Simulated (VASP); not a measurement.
Calculation: optB86b-vdW, VASP's PBE PAW potentials (set 64) (plane waves; VASP).

VASP input:

### INCAR
```
LASPH = .TRUE.
ISMEAR = 1
LMAXMIX = 6   # l cut-off of mixed one-centre charges
LCHARG = .FALSE.
PREC = Accurate
SYSTEM = Ir
LWAVE = .FALSE.
EDIFF = 1E-7   # SCF stop (eV)
AGGAC = 0.0
PARAM2 = 1.0
GGA = MK
LREAL = .FALSE.   # projection in real space or not
PARAM1 = 0.1234
ISIF = 2   # forces and stress, cell fixed
LUSE_VDW = .TRUE.
NELM = 100   # most electronic steps
SIGMA = 0.1   # width (eV)
ALGO = Normal   # blocked Davidson
ENCUT = 520
```

File KPOINTS:
```
Automatic
0
Gamma
16 16 16
0 0 0
```

File POSCAR:
```
Ir
1.0
  0.0000000000   1.8906404796   1.8906404796
  1.8906404796   0.0000000000   1.8906404796
  1.8906404796   1.8906404796   0.0000000000
Ir
1
Cartesian
  0.0000000000   0.0000000000   0.0000000000
```

POTCAR, in this order: Ir (PBE.64 set). Program: vasp_std.

What VASP printed:

### OSZICAR
```
       N       E                     dE             d eps       ncg     rms          rms(c)
DAV:   1     0.459673548666E+02    0.45967E+02   -0.44945E+03  2344   0.103E+03
DAV:   2    -0.646682210476E+01   -0.52434E+02   -0.51156E+02  2376   0.212E+02
DAV:   3    -0.704259084976E+01   -0.57577E+00   -0.57448E+00  3288   0.296E+01
DAV:   4    -0.704622570473E+01   -0.36349E-02   -0.36340E-02  2976   0.170E+00
DAV:   5    -0.704626235077E+01   -0.36646E-04   -0.36644E-04  3368   0.103E-01    0.173E+01
DAV:   6    -0.661928511102E+01    0.42698E+00   -0.80908E-01  2712   0.128E+01    0.744E+00
DAV:   7    -0.652882488451E+01    0.90460E-01   -0.28663E-01  3096   0.706E+00    0.156E+00
DAV:   8    -0.652231649595E+01    0.65084E-02   -0.33861E-03  2672   0.954E-01    0.108E-01
DAV:   9    -0.652221257630E+01    0.10392E-03   -0.32228E-04  3360   0.282E-01    0.162E-02
DAV:  10    -0.652221914341E+01   -0.65671E-05   -0.49732E-06  3032   0.241E-02    0.215E-03
DAV:  11    -0.652221925459E+01   -0.11118E-06   -0.78492E-08  2608   0.333E-03    0.779E-04
DAV:  12    -0.652221918295E+01    0.71636E-07   -0.74658E-09  1360   0.101E-03
   1 F= -.65222192E+01 E0= -.65221082E+01  d E =-.332937E-03
```

### OUTCAR
```
------------------------ aborting loop because EDIFF is reached ----------------------------------------
  FORCE on cell =-STRESS in cart. coord.  units (eV):
  Direction    XX          YY          ZZ          XY          YZ          ZX
  --------------------------------------------------------------------------------------
  Total        2.2699513      2.2699513      2.2699513     -0.0000000     -0.0000000     -0.0000000
  in kB      269.0730916    269.0730916    269.0730916     -0.0000000     -0.0000000     -0.0000000
  external PRESSURE =     269.0730916 kB  Pullay stress =       0.0000000 kB
  volume of cell :       13.52
      direct lattice vectors                 reciprocal lattice vectors
     0.000000000  1.890640480  1.890640480    -0.264460645  0.264460645  0.264460645
     1.890640480  0.000000000  1.890640480     0.264460645 -0.264460645  0.264460645
     1.890640480  1.890640480  0.000000000     0.264460645  0.264460645 -0.264460645
 POSITION                                       TOTAL-FORCE (eV/Angst)
 -----------------------------------------------------------------------------------
      0.00000      0.00000      0.00000         0.000000      0.000000     -0.000000
 -----------------------------------------------------------------------------------
    total drift:                               -0.000000     -0.000000     -0.000000
  FREE ENERGIE OF THE ION-ELECTRON SYSTEM (eV)
  ---------------------------------------------------
  free  energy   TOTEN  =        -6.5222191830 eV

  energy  without entropy=       -6.5218862460  energy(sigma->0) =       -6.52210820
```
(Selected blocks of OUTCAR.)

**OUTCAR**
```
 val. band max:       11.1280984477   @ k =   0.3750   0.0625   0.0000

 cond. band min:      11.1293586699   @ k =   0.3125   0.2500   0.0625


 Fermi energy:        11.1281316702

 k-point     1 :       0.0000    0.0000    0.0000
  band No.  band energies     occupation
      1      -0.4670      2.00000
      2       6.9683      2.00000
      3       6.9683      2.00000
      4       6.9683      2.00000
      5       9.8587      2.00000
      6       9.8587      2.00000
      7      25.4910      0.00000
      8      31.2812      0.00000

 k-point     2 :       0.0625    0.0000    0.0000
  band No.  band energies     occupation
      1      -0.2844      2.00000
      2       6.8690      2.00000
      3       7.0488      2.00000
      4       7.0488      2.00000
      5       9.8051      2.00000
      6       9.8051      2.00000
      7      25.8127      0.00000
      8      30.3637      0.00000

 k-point     3 :       0.1250    0.0000    0.0000
  band No.  band energies     occupation
      1       0.2377      2.00000
      2       6.6275      2.00000
      3       7.2501      2.00000
      4       7.2502      2.00000
      5       9.7005      2.00000
      6       9.7005      2.00000
      7      26.6689      0.00000
      8      28.6810      0.00000

 k-point     4 :       0.1875    0.0000    0.0000
  band No.  band energies     occupation
      1       1.0068      2.00000
      2       6.4021      2.00000
      3       7.4369      2.00000
      4       7.4369      2.00000
      5       9.7157      2.00000
      6       9.7157      2.00000
      7      26.7884      0.00000
      8      27.9026      0.00000

 k-point     5 :       0.2500    0.0000    0.0000
  band No.  band energies     occupation
      1       1.8166      2.00000
      2       6.4526      2.00000
      3       7.4391      2.00000
      4       7.4391      2.00000
      5      10.0446      2.00000
      6      10.0446      2.00000
      7      25.1561      0.00000
...
```

Unless said otherwise, spin-orbit coupling is left out, though it shifts the bands of the heavy elements here.

The compound is Ir in the fcc structure. This cell is one point of a volume scan, at 0.94 of the reference volume.
